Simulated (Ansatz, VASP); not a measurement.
# Al (Aluminum): VASP beside Ansatz

One calculation is typed for both programs; each brings its own data sets and cutoff. How far apart do they land? The cell is taken from a series of VASP runs on this material, whose earlier steps may have relaxed, scaled or displaced it; both programs get it as it stands.

Main program and level: Ansatz 0.2.0; plane waves, with VASP 6.6.1 beside it; relaxation of cell and atoms at PBEsol.

## 1. The starting structure

It takes space group Fm-3m (No. 225, cubic). Conventional cell: a = 4.021 Å, b = 4.021 Å, c = 4.021 Å, α = 90.00°, β = 90.00°, γ = 90.00°. Nearest to Al lie 12 Al at 2.84 Å.

Coordinates:

```cif
data_structure
_symmetry_space_group_name_H-M 'Fm-3m'
_symmetry_Int_Tables_number 225
_cell_length_a 4.0211
_cell_length_b 4.0211
_cell_length_c 4.0211
_cell_angle_alpha 90.000
_cell_angle_beta 90.000
_cell_angle_gamma 90.000
_cell_volume 65.02
loop_
_atom_site_label
_atom_site_type_symbol
_atom_site_symmetry_multiplicity
_atom_site_Wyckoff_symbol
_atom_site_fract_x
_atom_site_fract_y
_atom_site_fract_z
_atom_site_occupancy
Al1 Al 4 a 0.00000 0.00000 0.00000 1
```

## 2. VASP: relaxation of cell and atoms, PBEsol

The relaxed volume is the usual yardstick between codes: its relative difference is about their pressure difference at one cell divided by the bulk modulus.

Lines of VASP's logs that name or quote its potential files are left out, and so is its time.

INCAR

```
SYSTEM = Al
PREC = Accurate
ENCUT = 400
EDIFF = 1E-06
NELM = 100
ISMEAR = 1
SIGMA = 0.2
LREAL = .FALSE.
ALGO = Normal
GGA = PS
NBANDS = 7
LORBIT = 11
LWAVE = .FALSE.
LCHARG = .FALSE.
KPAR = 2
IBRION = 2
NSW = 60
ISIF = 3
EDIFFG = -0.01
```

POSCAR

```
Al
1.0
    0.0000000000      2.0105717420      2.0105717420
    2.0105717420      0.0000000000      2.0105717420
    2.0105717420      2.0105717420      0.0000000000
Al
1
Direct
    0.0000000000      0.0000000000      0.0000000000
```

KPOINTS

```
Automatic mesh
0
Gamma
10 10 10
0 0 0
```

Potentials, in the order of the species: Al (PBE family, release 64).

Command:

```console
mpirun -np 2 vasp_std
```

Numbers of over 12 decimals in the logs are rounded to 6 here.

The program printed:

```text
[banner, memory and clock lines left out]
running    2 mpi-ranks, on    1 nodes
 distrk:  each k-point on    1 cores,    2 groups
 distr:  one band on    1 cores,    1 groups

 POSCAR found type information on POSCAR Al
 POSCAR found :  1 types and       1 ions
|                                                                             |
|               ----> ADVICE to this user running VASP <----                  |
|                                                                             |
|     You enforced a specific xc type in the INCAR file but a different       |
|     [... a line on the potential file left out ...]
|     I HOPE YOU KNOW WHAT YOU ARE DOING!                                     |
|                                                                             |

 LDA part: xc-table for (Slater+PW92), standard interpolation
 POSCAR, INCAR and KPOINTS ok, starting setup
 FFT: planning ... GRIDC
 FFT: planning ... GRID_SOFT
 FFT: planning ... GRID
 WAVECAR not read
 entering main loop
       N       E                     dE             d eps       ncg     rms          rms(c)
DAV:   1    -0.282507118668E+01   -0.28251E+01   -0.68743E+02   686   0.170E+02
DAV:   2    -0.409571344746E+01   -0.12706E+01   -0.12503E+01   903   0.188E+01
DAV:   3    -0.410238878952E+01   -0.66753E-02   -0.66755E-02   938   0.152E+00
DAV:   4    -0.410239833292E+01   -0.95434E-05   -0.95439E-05   980   0.478E-02
DAV:   5    -0.410239833793E+01   -0.50102E-08   -0.42926E-08   952   0.876E-04    0.142E+00
DAV:   6    -0.408485036898E+01    0.17548E-01   -0.22621E-03   854   0.222E-01    0.808E-01
DAV:   7    -0.407307200276E+01    0.11778E-01   -0.61072E-03   819   0.353E-01    0.170E-01
DAV:   8    -0.407305588135E+01    0.16121E-04   -0.23964E-05   994   0.373E-02    0.991E-03
DAV:   9    -0.407305510021E+01    0.78114E-06   -0.39705E-07   910   0.310E-03
   1 F= -.40730551E+01 E0= -.40719946E+01  d E =-.407306E+01
 curvature:   0.00 expect dE= 0.000E+00 dE for cont linesearch  0.000E+00
 trial: gam= 0.00000 g(F)=  0.241E-64 g(S)=  0.368E-03 ort = 0.000E+00 (trialstep = 0.100E+01)
 search vector abs. value=  0.368E-03
 bond charge predicted
       N       E                     dE             d eps       ncg     rms          rms(c)
DAV:   1    -0.407324369992E+01   -0.18782E-03   -0.25993E-03   826   0.231E-01    0.423E-02
DAV:   2    -0.407323006678E+01    0.13633E-04   -0.14367E-05   854   0.286E-02    0.169E-02
DAV:   3    -0.407322139896E+01    0.86678E-05   -0.36669E-06   861   0.795E-03    0.500E-03
DAV:   4    -0.407322116540E+01    0.23355E-06   -0.20982E-07   406   0.202E-03
   2 F= -.40732212E+01 E0= -.40722432E+01  d E =-.166065E-03
 trial-energy change:   -0.000166  1 .order   -0.000164   -0.000368    0.000040
 step:   0.9028(harm=  0.9028)  dis= 0.00000  next Energy=    -4.073221 (dE=-0.166E-03)
 reached required accuracy - stopping structural energy minimisation
```

From OUTCAR (step 2):

```text
ion  position               nearest neighbor table
   1  0.000  0.000  0.000-

  LATTYP: Found a face centered cubic cell.
 ALAT       =     4.0211434840

 Subroutine GETGRP returns: Found 48 space group operations
 (whereof 48 operations were pure point group operations)

The static configuration has the point symmetry O_h .

 Found     47 irreducible k-points:

   k-points           NKPTS =     47   k-points in BZ     NKDIM =     47   number of bands    NBANDS=      7

   dimension x,y,z NGX =    20 NGY =   20 NGZ =   20
   dimension x,y,z NGXF=    40 NGYF=   40 NGZF=   40

   ENCUT  =  400.0 eV  29.40 Ry    5.42 a.u.   4.64  4.64  4.64*2*pi/ulx,y,z

   NELECT =       3.0000    total number of electrons

 k-points in reciprocal lattice and weights: Automatic mesh
   0.00000000  0.00000000  0.00000000       0.001
   0.10000000  0.00000000  0.00000000       0.008
   0.20000000  0.00000000  0.00000000       0.008
   0.30000000  0.00000000  0.00000000       0.008
   0.40000000  0.00000000  0.00000000       0.008
   0.50000000  0.00000000  0.00000000       0.004
   0.10000000  0.10000000  0.00000000       0.006
   0.20000000  0.10000000  0.00000000       0.024
   0.30000000  0.10000000  0.00000000       0.024
[...]
-0.30000000  0.40000000  0.20000000       0.024
  -0.30000000  0.50000000  0.20000000       0.012

 average (electrostatic) potential at core
       1 -72.0639

 E-fermi :   8.3090

 k-point     1 :       0.0000    0.0000    0.0000
  band No.  band energies     occupation
      1      -3.1015      2.00000
      2      20.9025      0.00000
      3      20.9025      0.00000
      4      20.9025      0.00000
      5      22.5616      0.00000
      6      22.5616      0.00000
    ...

 k-point     2 :       0.1000    0.0000    0.0000
  band No.  band energies     occupation
      1      -2.8259      2.00000
      2      17.6168      0.00000
      3      20.2124      0.00000
      4      20.2124      0.00000
      5      23.1735      0.00000
      6      23.6703      0.00000
    ...

 k-point     3 :       0.2000    0.0000    0.0000
  band No.  band energies     occupation
      1      -2.0023      2.00000
      2      13.5776      0.00000
      3      19.4623      0.00000
      4      19.4623      0.00000
      5      22.8702      0.00000
      6      24.0395      0.00000
    ...

  Total        0.0054264      0.0054264      0.0054264      0.0000000      0.0000000      0.0000000
  in kB        0.5387777      0.5387777      0.5387777      0.0000000      0.0000000      0.0000000
  external PRESSURE =       0.5387777 kB  Pullay stress =       0.0000000 kB

  energy-cutoff  :      400.00
  volume of cell :       16.14
      direct lattice vectors                 reciprocal lattice vectors
     0.000000000  2.005682330  2.005682330    -0.249291721  0.249291721  0.249291721
     2.005682330  0.000000000  2.005682330     0.249291721 -0.249291721  0.249291721
     2.005682330  2.005682330  0.000000000     0.249291721  0.249291721 -0.249291721

 POSITION                                       TOTAL-FORCE (eV/Angst)
 -----------------------------------------------------------------------------------
      0.00000      0.00000      0.00000         0.000000      0.000000      0.000000
 -----------------------------------------------------------------------------------
    total drift:                                0.000000      0.000000     -0.000000

  FREE ENERGIE OF THE ION-ELECTRON SYSTEM (eV)
  ---------------------------------------------------
  free  energy   TOTEN  =        -4.0732211654 eV

  energy  without entropy=       -4.0702871564  energy(sigma->0) =       -4.07224316

 reached required accuracy - stopping structural energy minimisation

 total charge
# of ion       s       p       d       tot
------------------------------------------
    1        0.427   0.348   0.000   0.775

[... 3 further parts left out ...]
```

The k-mesh is coarse for a metal.

## 3. Ansatz: relaxation of cell and atoms, PBEsol

Ansatz runs on its default PAW (the set named soft_2) files.

The same cell, functional, mesh and smearing now go to Ansatz, which takes its cutoff from its data sets.

input.yaml

```yaml
crystal:
  lattice:
    - [0.0, 2.010571742, 2.010571742]
    - [2.010571742, 0.0, 2.010571742]
    - [2.010571742, 2.010571742, 0.0]
  atoms:
    - { symbol: Al, position: [0.0, 0.0, 0.0] }
hamiltonian:
  xc: pbesol
  pseudopotentials: { kind: paw }
kpoints:
  mp_grid: { grid: [10, 10, 10] }
scf:
  occupations: { method: methfessel_paxton, width: 0.2 }
relax:
  f_tol: 0.01
  max_steps: 60
  cell: { stress_tol: 0.05 }
output:
  forces: true
  stress: true
```

Command:

```console
ansatz run input.yaml --threads 4 --pin off --max-ram 9216MiB --backend cpu --events-out ev --progress --plain --runs-dir out
```

The program printed:

```text
Engine: ansatz 0.2.0, aarch64-unknown-linux-gnu
Pseudopotentials: kind: paw
Pseudopotential: Al, paw, valence charge 3, recommended cutoff 420 eV (normal), Al.paw.azcp
Functional definition: PBEsol
  exchange = pbesol_x
  correlation = pbesol_c
Crystal: 1 atoms, lattice volume = 16.255 Å³
Basis set: ecut = 420 eV, 331 PW (Γ), exchange–correlation on 40×40×40 points (8 copies of the dense FFT grid, shifted against one another)
Bands: 6, of which v1, the nominal top of the filled ones, is band 2 counted from 1 (1 counted from 0)
Symmetry: 48 space group operations
Space group: Fm-3m (ITA 225), of the structure as read, at distance tolerance 2.5e-5 Å
k-points: 47 of 1000
Non-local potential: Al, projectors of the file, l = 0: 2, l = 1: 2, l = 2: 1
PAW form: soft (Blöchl's): semilocal exchange-correlation on the pseudo side does not see the compensation charge
PAW frozen core: Al, regenerated for the run's functional, and the local potential with it (the file was generated under x = pbe(κ = 0.804, μ = 0.219515), c = pbe(β = 0.066725))
PAW one-centre angular grid: Al, 110 points (default); XC on 64 Gauss nodes
Initial density: superposition of atomic densities (neutral atoms: chi_scale 0, normalization atom), corrected by the library's trained network
Initial wavefunctions: pseudopotential atomic-orbital guess
Functional: x = pbesol(κ = 0.804, μ = 0.123457), c = pbesol(β = 0.046)
SCF iter   1: F=—  HF=-524.529603 eV  |F-HF|=—  |Δ(HF+E_count)|=         —  Δρ=1.07e-3  dr2=1.37e-4  ethr=1.77e-3  ⟨swp⟩=4.7  Hψ=2324  notcnv=0
preconditioner: auto → none  [metal: Δε(μ)=0.109 eV  Ē_g=13.284 eV  σ=0.200 eV  W_gap=0.43  n_scr=0 (ndim 8)  ℏωp=16.0 eV  f_vac=0.000  D(μ)=0.87/eV (n_scr^D=8)]
SCF iter   2: F=—  HF=-524.529592 eV  |F-HF|=—  |Δ(HF+E_count)|=   1.09e-5  S|Δr|=    0.00e0  Δρ=5.35e-4  dr2=3.40e-5  ethr=4.57e-6  ⟨swp⟩=1.4  Hψ=679  notcnv=0
SCF iter   3: F=—  HF=-524.529607 eV  |F-HF|=—  |Δ(HF+E_count)|=   1.52e-5  S|Δr|=    0.00e0  Δρ=2.79e-5  dr2=1.38e-7  ethr=1.13e-6  ⟨swp⟩=1.0  Hψ=261  notcnv=0
SCF iter   4: F=-524.529607 eV  HF=-524.529607 eV  |F-HF|=7.77e-10  |Δ(HF+E_count)|=   4.87e-8  S|Δr|=    0.00e0  Δρ=8.15e-6  dr2=8.62e-9  ethr=3.33e-9  ⟨swp⟩=3.2  Hψ=560  notcnv=0
SCF 1 converged in 4 iterations: F = -524.529607 eV  dr2 = 8.62e-9
  greatest PAW one-centre occupation: 0.448 electrons in one spin orbital (limit 2), on the Al atom at site 0 (counted from 0), in its partial waves of l = 0
relax step   1: F+E_penalty+E_count = -524.52960691 eV  Δ(F+E_penalty+E_count) = +0.000e0 eV  max|allowed force component| = 0.000e0 eV/Å  Δτ_max = 0.0000 Å  P = -0.521 GPa  Ω = 16.255 Å³  (4 SCF iters, dr2 threshold 1.00e-7 eV, accepted)
[...]
relax step   2: F+E_penalty+E_count = -524.52983723 eV  Δ(F+E_penalty+E_count) = -2.303e-4 eV  max|allowed force component| = 0.000e0 eV/Å  Δτ_max = 0.0000 Å  P = +0.015 GPa  Ω = 16.141 Å³  energy of the carried Pulay correction = +4.805e-5 eV  (3 SCF iters, dr2 threshold 1.00e-7 eV, accepted)
[...]
relax step   3: F+E_penalty+E_count = -524.52978813 eV  Δ(F+E_penalty+E_count) = +4.910e-5 eV  max|allowed force component| = 0.000e0 eV/Å  Δτ_max = 0.0000 Å  P = +0.010 GPa  Ω = 16.141 Å³  stress off target by 1.00e-2 GPa  SCF on the basis re-selected at this cell (its energy is not comparable with the rows above)  (3 SCF iters)
basis re-selected at this cell: Δ(F+E_penalty+E_count) = +4.910e-5 eV, ΔP = -0.005 GPa vs the last step (what re-selecting the basis moved, of the pressure what is left beyond the Pulay correction that the steps carried, after the strain that the cell walked since its last selection, with what the two solves' SCF thresholds leave and, on support functions, any second-order correction that the steps lacked; it is no measure of the basis error at this ecutwfc). This SCF's stress stands 1.00e-2 GPa from its target on what of the cell is left free (relax.cell.stress_tol is 5.00e-2 GPa) and its largest allowed force component is 0.00e0 eV/Å (relax.f_tol is 1.00e-2 eV/Å): [rest of the remark cut]
SCF converged after 3 iterations
Stability not checked: this state was not tested for a lower state beside it, because cold or Methfessel-Paxton smearing, or corrected tetrahedra, fill the levels in a way that the test cannot read (fill_not_monotonic; see scf.lower_state_search)
Free energy (F): -524.529788 eV
Harris-Foulkes:  -524.529788 eV  (|F-HF|=5.68e-13)
Internal energy: -524.526800 eV  (E = F + TS)
E sigma→0 (E₀):  -524.529041 eV
Entropy (-TS):   -0.002989 eV (-2.989 meV/atom)
Fermi energy:    8.239462 eV
--- Per-component energies (eV) ---
  E_band       = 10.920030
  E_kinetic    = 23.177346
  E_local      = 10.129098  (includes V_loc(G=0)·N_el)
  E_nonlocal   = 10.372979
  E_hartree    = 0.104595
  E_xc         = -39.538032
  E_vxc        = -29.332534  (∫ρ·V_xc dr)
  E_paw        = -454.735143  (= ΣΔE_a)
  E_vpaw       = -3.636048  (= ΣTr[D̂ρ^β])
  E_aug_tail   = -0.000003  (compensation charges beyond the density's cutoff)
  E_ewald      = -74.056780
  E_core_change = 0.019139  (= ΣΔE_core)
  E_smearing   = -0.002989  (= −TS)
  E_closure    = 0.000000  (closes the sum)
  Σ components = -524.529788   (vs F -524.529788, Δ=0.00e0)
--- Forces (eV/Å), atoms counted from 1 ---
  atom   1  Al    -0.00000000    -0.00000000    -0.00000000
  max |Σ_I F_I| component: 1.54e-33 eV/Å
--- Stress (GPa, compression-positive) ---
        0.010019      -0.000000       0.000000
        0.000000       0.010019       0.000000
        0.000000       0.000000       0.010019
  P = ⅓ Tr σ = 0.0100 GPa (0.100 kbar)
--- Relaxed structure (2 steps of the walk, 2 accepted, 1 SCFs on fresh bases) ---
  F+E_penalty+E_count = -524.52978813 eV   max|allowed force component| = 0.000e0 eV/Å   (the final SCF, on the basis selected at the relaxed cell)
  cell:  # Å, volume = 16.1405 Å³
    - [0, 2.005838, 2.005838]
    - [2.005838, 0, 2.005838]
    - [2.005838, 2.005838, 0]
  atoms:
    - { symbol: Al, position: [0.0, 0.0, 0.0] }
```

Wall time 0.43 s (4 threads of Arm Neoverse V2, shared host); peak memory 0.25 GiB; 1 s of CPU time.

## 4. Differences

Known differences besides the potentials themselves: both relaxations stop at a tolerance, which leaves soft axes loose, and VASP keeps its plane-wave basis; the cutoff is 420 eV in Ansatz and 400 eV in VASP; Ansatz makes its cores anew for this functional, VASP keeps those of its PBE data sets; VASP leaves aspherical gradient terms in its spheres out (LASPH is not set), Ansatz keeps them; Ansatz adds a Pulay correction to the stress that steers its cell, VASP none. Total energies have different zeros and are not compared.

Both answers:

```
                                         quantity  Ansatz   VASP  difference
                                      volume (Å³)   16.14  16.14     +0.02 %
edge a after relaxation, in the typed setting (Å)   2.837  2.837     +0.01 %
```

The walks stopped with 0.01 GPa left in Ansatz and 0.05 GPa in VASP; each walk ends within a tolerance, so the volume difference is uncertain by about these residues over the bulk modulus, most in soft cells.

## 5. Results

```
difference in volume (relaxation of cell and atoms, PBEsol) : 0.023 %
```

**Reading.** The difference in volume is 0.023 % (relaxation of cell and atoms, PBEsol), within the 1.2 % picked in this series as the mark of a large difference, as far as the stopping tolerances let one tell. Such differences can come from data sets, numerical settings and the points named under the comparisons, not from the functional's error against experiment.

[Lines on the potential files, build, host, timing and source positions are cut from VASP's logs without a mark.]

[Logs are printed without paths, hosts, clocks, repeated set-up lines and the standing remarks that a program may print on its own settings, such as how far it seeks lower states.]

[Hosts, paths, dates, database ids (printed as entryN), source tags and the programs' standing remarks are cut or masked in the printed files.]
